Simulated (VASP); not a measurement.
Here is the system:

```
CELL_PARAMETERS angstrom
      0.00000     3.21188     3.21188
      3.21188     0.00000     3.21188
      3.21188     3.21188     0.00000
ATOMIC_POSITIONS crystal
  In 0.00000 0.00000 0.00000
  Sb 0.25000 0.25000 0.25000
```

Computed with r2SCAN meta-GGA, VASP's PBE PAW potentials (set 64) (plane waves; VASP). Run with 520 eV cut-off, 10×10×10 Γ-centred mesh, first-order Methfessel-Paxton smearing of 0.10 eV, potentials In_d Sb.

Problem. Give the stress tensor in GPa (positive for a compressed cell).

Solution. 
```
3.09  0.00  0.00
0.00  3.09  0.00
0.00  0.00  3.09
```
The pressure is its mean diagonal, 3.09 GPa.

The compound is InSb in the zinc blende structure. This cell is one point of a volume scan, at 0.94 of the reference volume.
